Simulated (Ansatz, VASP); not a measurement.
# Te2Mo: VASP beside Ansatz, part 2 of 2

Aim: how closely do two programs agree when they are given the same cell, functional and k mesh? The cell is taken from a series of runs on this material, whose earlier steps may have relaxed, scaled, displaced or heated it; both programs get it as it stands.

VASP 6.6.1 and Ansatz 0.2.0.

So far: Set-up; VASP: G0W0 gap, PBE0 form with 30 % exact exchange with an exact-exchange share of 0.3.

## 3. Ansatz: G0W0 gap, PBE0 form with 30 % exact exchange with an exact-exchange share of 0.3

Level of this step: Ansatz beside VASP: G0W0 on Kohn-Sham DFT, plane waves, PBE0 form with 30 % exact exchange (Ansatz).

Ansatz runs on its PAW soft_1 files.

The same cell, functional and mesh now go to Ansatz, which takes its cutoff from its data sets.

The input, input.yaml:

```yaml
crystal:
  lattice:
    - [3.5182, 0.0, 0.0]
    - [-1.7591, 3.0468505756, 0.0]
    - [0.0, 0.0, 13.9736]
  atoms:
    - { symbol: Te, position: [0.3333333333, 0.6666666667, 0.621] }
    - { symbol: Te, position: [0.6666666667, 0.3333333333, 0.121] }
    - { symbol: Te, position: [0.3333333333, 0.6666666667, 0.879] }
    - { symbol: Te, position: [0.6666666667, 0.3333333333, 0.379] }
    - { symbol: Mo, position: [0.3333333333, 0.6666666667, 0.25] }
    - { symbol: Mo, position: [0.6666666667, 0.3333333333, 0.75] }
kpoints:
  mp_grid: { grid: [6, 6, 2] }
hamiltonian:
  xc: { exchange: pbe, correlation: pbe, exx: { coeff: 0.3 } }
  pseudopotentials: { kind: paw, azcp: { folder: soft_1 } }
scf:
  occupations: { method: fixed }
gw:
  n_empty_bands: 624
  ecut_chi: 150.0
  qp_bands: [v2, c2]
  qp_kpoints: band_edges
  screening: { model: contour_deformation }
```

Started as:

```bash
> ansatz run input.yaml --threads 3 --pin off --max-ram 92160MiB --backend cuda --events-out ev --progress --plain --runs-dir out --devices 1 --max-vram 13GiB
```

Numbers of over 12 decimals in the logs are rounded to 6 here.

Log:

```text
GPUs: using 1 of 1 available (devices: 1).
Engine: ansatz 0.2.0, x86_64-unknown-linux-gnu
Pseudopotentials: kind: paw
Pseudopotential: Te, paw, valence charge 16, recommended cutoff 420 eV (normal), soft_1/Te.paw.azcp
Pseudopotential: Mo, paw, valence charge 14, recommended cutoff 420 eV (normal), soft_1/Mo.paw.azcp
Functional definition: unnamed
  parameter a_1 = 0.3
  exchange = (1 - a_1)*pbe_x + a_1*exact_x
  correlation = pbe_c
davidson cushion auto → on  (no smearing: the cushion is to keep the highest requested band from converging to the state above it; pin scf.eigensolver.cushion to override)
device memory: the entry about to start is reckoned to put 2.7 GiB on a device that reports 54.8 GiB free (of which the cap on the GPU budget leaves the run 13.0 GiB)
GPU FFT provider: cuFFT
GPU libraries: cuBLAS 13.8.2, cuFFT 12.4.0, cuSOLVER 12.3.4
Crystal: 6 atoms, lattice volume = 149.789 Å³
Basis set: ecut = 420 eV, 2909 PW (Γ)
Bands: 56, of which v1, the nominal top of the filled ones, is band 46 counted from 1 (45 counted from 0)
Symmetry: 24 space group operations
Space group: P63/mmc (ITA 194), of the structure as read, at distance tolerance 5.3e-5 Å
k-points: 14 of 72
Non-local potential: Te, projectors of the file, l = 0: 2, l = 1: 2, l = 2: 2, l = 3: 1
Non-local potential: Mo, projectors of the file, l = 0: 3, l = 1: 2, l = 2: 2, l = 3: 1
PAW form: soft (Blöchl's): semilocal exchange-correlation on the pseudo side does not see the compensation charge
PAW frozen core: Te, regenerated for the run's functional, and the local potential with it (the file was generated under x = pbe(κ = 0.804, μ = 0.219515), c = pbe(β = 0.066725))
PAW frozen core: Mo, regenerated for the run's functional, and the local potential with it (the file was generated under x = pbe(κ = 0.804, μ = 0.219515), c = pbe(β = 0.066725))
PAW one-centre angular grid: Te, 590 points (default); XC on 64 Gauss nodes
PAW one-centre angular grid: Mo, 590 points (default); XC on 64 Gauss nodes
Initial density: superposition of atomic densities (chi_scale 0.1, normalization cell, long waves kept (reshape's long-wave potential 0.01 eV rms))
Initial wavefunctions: pseudopotential atomic-orbital guess
GPU buffer pool allocated for 55296 grid points (all kernels)
GPU transforms: local potential and band sums: pruned to the plane-wave sphere, on 24×24×96
Functional: x = pbe(κ = 0.804, μ = 0.219515), c = pbe(β = 0.066725), warm-up for x = 0.7 pbe(κ = 0.804, μ = 0.219515) + 0.3 exact, c = pbe(β = 0.066725)
SCF iter   1: F=—  HF=-37835.171316 eV  |F-HF|=—  |Δ(HF+E_count)|=         —  Δρ=5.48e-2  dr2=6.52e0  ethr=1.00e-1  ⟨swp⟩=5.3  Hψ=2210  notcnv=0
preconditioner: auto → none  [insulator: Δε(μ)=0.749 eV  Ē_g=7.857 eV  n_scr=52 (ndim 8)  ℏωp=18.2 eV  f_vac=0.007]
SCF iter   2: F=—  HF=-37837.139905 eV  |F-HF|=—  |Δ(HF+E_count)|=    1.97e0  Δρ=7.92e-2  dr2=3.12e1  ethr=7.09e-3  ⟨swp⟩=3.8  Hψ=2201  notcnv=0
SCF iter   3: F=—  HF=-37834.670669 eV  |F-HF|=—  |Δ(HF+E_count)|=    2.47e0  Δρ=3.51e-2  dr2=7.07e0  ethr=7.09e-3  ⟨swp⟩=4.1  Hψ=2048  notcnv=0
iter 4 solved again at ethr=6.25e-4 eV; its pass at ethr=7.09e-3 eV (dr2=5.75e-1 eV) is discarded
SCF iter   4: F=—  HF=-37833.912718 eV  |F-HF|=—  |Δ(HF+E_count)|=   7.58e-1  Δρ=1.33e-2  dr2=5.68e-1  ethr=6.25e-4  ⟨swp⟩=3.0  Hψ=3522  notcnv=0
SCF iter   5: F=—  HF=-37833.850894 eV  |F-HF|=—  |Δ(HF+E_count)|=   6.18e-2  Δρ=1.64e-3  dr2=3.06e-3  ethr=6.17e-4  ⟨swp⟩=3.0  Hψ=1835  notcnv=0
SCF iter   6: F=—  HF=-37833.850899 eV  |F-HF|=—  |Δ(HF+E_count)|=   4.54e-6  Δρ=4.20e-4  dr2=1.56e-4  ethr=3.33e-6  ⟨swp⟩=4.4  Hψ=2364  notcnv=0
SCF iter   7: F=—  HF=-37833.850925 eV  |F-HF|=—  |Δ(HF+E_count)|=   2.68e-5  Δρ=1.97e-4  dr2=1.00e-4  ethr=1.70e-7  ⟨swp⟩=3.1  Hψ=1969  notcnv=0
SCF iter   8: F=-37833.850912 eV  HF=-37833.850913 eV  |F-HF|=7.76e-7  |Δ(HF+E_count)|=   1.21e-5  Δρ=2.64e-5  dr2=8.83e-7  ethr=1.09e-7  ⟨swp⟩=3.0  Hψ=1841  notcnv=0
SCF 1 stopped early in 8 iterations: F = -37833.850912 eV  dr2 = 8.83e-7
  greatest PAW one-centre occupation: 0.999 electrons in one spin orbital (limit 2), on the Mo atom at site 5 (counted from 0), in its partial waves of l = 0
device memory: the entry about to start is reckoned to put 3.3 GiB (of the 3.4 GiB reckoned in all, the device holds 0.1 GiB already) on a device that reports 51.9 GiB free (of which the cap on the GPU budget leaves the run 13.0 GiB)
GPU FFT provider: cuFFT
GPU libraries: cuBLAS 13.8.2, cuFFT 12.4.0, cuSOLVER 12.3.4
Initial density: handed on by an earlier stage of this run
Initial wavefunctions: those handed on with the density
GPU buffer pool allocated for 55296 grid points (all kernels)
GPU transforms: local potential and band sums: pruned to the plane-wave sphere, on 24×24×96
Functional: x = 0.7 pbe(κ = 0.804, μ = 0.219515) + 0.3 exact, c = pbe(β = 0.066725)
[...]
Exchange-term sweep: 11 of 14 (spin, k) points
Exchange-term sweep: 12 of 14 (spin, k) points
Exchange-term sweep: 13 of 14 (spin, k) points
Exchange-term sweep: 14 of 14 (spin, k) points
G₀W₀ screening: q 1/14
[... further progress lines ...]
hybrid SCF converged: 2 outer / 13 inner (+8 warm-up), last move |dexx| = 1.89e-5 eV, tail = 6.46e-7 eV
Stability not checked: this state was not tested for a lower state beside it, because the functional holds exact exchange (a hybrid, or Hartree-Fock), whose exchange loop this test does not read (fock_operator; see scf.lower_state_search)
Free energy (F): -37854.903929 eV
Frozen-core exchange: fock
Harris-Foulkes:  -37854.903929 eV  (|F-HF|=4.52e-8)
Internal energy: -37854.903929 eV  (E = F + TS)
E sigma→0 (E₀):  -37854.903929 eV
Fermi energy:    11.690223 eV
--- Per-component energies (eV) ---
  E_band       = -1425.656092
  E_kinetic    = 1531.606947
  E_local      = -8808.363774  (includes V_loc(G=0)·N_el)
  E_nonlocal   = 553.386765
  E_hartree    = 4161.495922
  E_xc         = -611.762931
  E_vxc        = -616.423214  (∫ρ·V_xc dr)
  E_exx        = -363.191393  (= α·E_x^exact, valence–valence)
  E_paw        = -24999.617581  (= ΣΔE_a)
  E_vpaw       = -1682.459280  (= ΣTr[D̂ρ^β])
  E_aug_tail   = 0.000467  (compensation charges beyond the density's cutoff)
  E_ewald      = -9316.621616
  E_core_change = -1.836734  (= ΣΔE_core)
  E_smearing   = -0.000000  (= −TS)
  E_closure    = -0.000000  (closes the sum)
  Σ components = -37854.903929   (vs F -37854.903929, Δ=0.00e0)
--- Band table (eV; the first three rows and the last of 14) ---
  k-point 0: bands = [... 42 lower, 10.4923, 10.4923, 11.2036, 11.6902, 16.1247, 16.1247, 16.2794, 16.2794]
  k-point 1: bands = [... 42 lower, 10.4706, 10.4706, 11.5649, 11.5649, 16.1683, 16.1683, 16.1683, 16.1683]
  k-point 2: bands = [... 42 lower, 10.2228, 10.4992, 11.1613, 11.2759, 14.9449, 15.2398, 15.2633, 15.5128]
  k-point 13: bands = [... 42 lower, 9.2762, 9.2762, 11.4883, 11.4883, 13.9803, 13.9803, 14.7138, 14.7138]
  guard bands above this table: 6 of the run's 56 bands. The solve was not asked for them (output.publish_guard_bands: true or output.eigenvalues: true publishes all)
--- G₀W₀: contour deformation, 7 samples at zero and on the imaginary axis and 1 off it, 72 q-points, 624 empty bands' worth ---
  eigenvalues of the whole cell's RPA ε∞ on this k-mesh (on a slab, of 1 + 4πα/V) = 6.7802, 11.6253, 11.6253; static W/v taken at q = 0 is 0.091305
  bands read: the sum over 670 bands ends inside a degenerate multiplet in 1 slot, whose members it reads at an even weight; the widest, k=1: bands 669 to 672 (counted from 1) at 2/4 each
  gw.qp_kpoints: band_edges: 12 of 14 stored k-points solved, in 1 pass; an edge of the gap read off the rows below is read off those points alone
    valence top: of the k-points left out ik 7 came nearest to being solved in a further pass, in band 45 (counted from 1, as in the quasiparticle table): it holds the edge there only if its correction is more favourable than any solved in that band by at least 0.446 eV; those differ by 0.360 eV
    conduction bottom: of the k-points left out ik 7 came nearest to being solved in a further pass, in band 47 (counted from 1, as in the quasiparticle table): it holds the edge there only if its correction is more favourable than any solved in that band by at least 0.427 eV; those differ by 0.216 eV
    ik  band        ε_KS         Σx   Σc(E_QP)       V_xc       Z   E_QP_lin       E_QP  E_QP is
     0    45     11.2036   -16.3207     0.9376   -15.5889  0.8104    11.4091    11.4095  root
     0    46     11.6902   -18.7183     0.2455   -18.8984  0.7798    12.1145    12.1157  root
     0    47     16.1247   -12.4038    -3.9379   -15.8779  0.7891    15.6637    15.6609  root
     0    48     16.1247   -12.4038    -3.9379   -15.8779  0.7891    15.6637    15.6609  root
     1    45     11.5649   -18.1510     0.4226   -18.1136  0.7863    11.9491    11.9502  root
     1    46     11.5649   -18.1510     0.4226   -18.1136  0.7863    11.9491    11.9502  root
     1    47     16.1683   -12.3689    -3.9540   -15.8489  0.7878    15.6972    15.6943  root
     1    48     16.1683   -12.3689    -3.9540   -15.8489  0.7878    15.6972    15.6943  root
     2    45     11.1613   -18.5100     0.4997   -18.4732  0.7783    11.6224    11.6241  root
     2    46     11.2759   -16.4024     0.8866   -15.7194  0.8111    11.4792    11.4796  root
     2    47     14.9449   -12.7058    -3.8895   -16.1545  0.7849    14.5063    14.5041  root
     2    48     15.2398   -13.1637    -3.9591   -16.7530  0.7917    14.8714    14.8700  root
     3    45     11.1948   -17.8653     0.6166   -17.6323  0.7882    11.5772    11.5784  root
     3    46     11.1948   -17.8653     0.6166   -17.6323  0.7882    11.5772    11.5784  root
     3    47     15.1117   -12.9281    -3.9238   -16.4265  0.7847    14.6883    14.6863  root
     3    48     15.1117   -12.9281    -3.9238   -16.4265  0.7847    14.6883    14.6863  root
     4    45     10.5723   -17.7837     0.9619   -17.2424  0.7863    10.9911    10.9929  root
     4    46     10.7451   -18.0794     0.8621   -17.6494  0.7857    11.1754    11.1772  root
     4    47     14.1873   -13.5540    -3.8715   -17.0793  0.7761    13.8423    13.8411  root
     4    48     14.5547   -14.1164    -3.8188   -17.5956  0.7738    14.2164    14.2151  root
     6    45     10.9428   -16.6543     0.8618   -16.0784  0.8020    11.2280    11.2287  root
     6    46     11.2645   -17.0489     0.7426   -16.5970  0.8028    11.5544    11.5551  root
     6    47     14.3336   -15.6484    -4.0271   -19.4172  0.7595    14.0761    14.0754  root
     6    48     14.4129   -15.4569    -4.0647   -19.2404  0.7600    14.1326    14.1317  root
[...]
12    45     11.3667   -17.6725     0.2138   -17.9161  0.7746    11.8226    11.8241  root
    12    46     11.6531   -18.3612     0.0860   -18.7224  0.7742    12.0990    12.1003  root
    12    47     13.9727   -15.0207    -3.8179   -18.5724  0.7668    13.7071    13.7065  root
    12    48     13.9727   -15.0207    -3.8179   -18.5724  0.7668    13.7071    13.7065  root
    13    45     11.4883   -17.9228     0.1494   -18.2246  0.7747    11.9380    11.9394  root
    13    46     11.4883   -17.9228     0.1494   -18.2246  0.7747    11.9380    11.9394  root
    13    47     13.9803   -15.0172    -3.8209   -18.5701  0.7669    13.7131    13.7124  root
    13    48     13.9803   -15.0172    -3.8209   -18.5701  0.7669    13.7131    13.7124  root
```

Reading the cycles: dr2 is the Hartree energy of the density residual (eV), the measure of convergence; HF is the Harris–Foulkes estimate of the energy, which meets the free energy F at convergence.

## 4. Differences

Known differences besides the potentials themselves: exact exchange at q = 0 is treated differently, which shows on coarse meshes; VASP keeps PBE cores, Ansatz makes them for the functional; fixed occupations in Ansatz, narrow Gaussian smearing in VASP; the data sets hold 92 valence electrons in Ansatz (on its PAW soft_1 files) and 52 in VASP; the cutoff is 420 eV in Ansatz and 370 eV in VASP; Ansatz integrates over frequency by contour deformation, VASP on a grid of NOMEGA points; Ansatz's G0W0 levels solve the quasiparticle equation, VASP's are linearised. Total energies have different zeros and are not compared.

The two programs side by side:

```csv
quantity,Ansatz,VASP,difference
G0W0 gap on the mesh (eV),1.35,1.42,-0.07
Kohn-Sham gap under it (eV),2.10,2.12,-0.01
```

## 5. What came out

| Quantity | Value |
| --- | --- |
| difference in G0W0 gap on the mesh (G0W0 gap, PBE0 form with 30 % exact exchange with an exact-exchange share of 0.3) | -0.072 eV |

In words: The difference in G0W0 gap on the mesh is -0.072 eV (G0W0 gap, PBE0 form with 30 % exact exchange with an exact-exchange share of 0.3). The data sets hold unlike numbers of valence electrons (92 in Ansatz and 52 in VASP), so part of the differences may come from the potentials. Such differences can come from data sets, numerical settings and the points named under the comparisons, not from the functional's error against experiment.

[Lines on the potential files, build, host, timing and source positions are cut from VASP's logs without a mark.]

[Logs are printed without paths, hosts, clocks, repeated set-up lines and the standing remarks that a program may print on its own settings, such as how far it seeks lower states.]

[Hosts, paths, dates, database ids (printed as entryN), source tags and the programs' standing remarks are cut or masked in the printed files.]
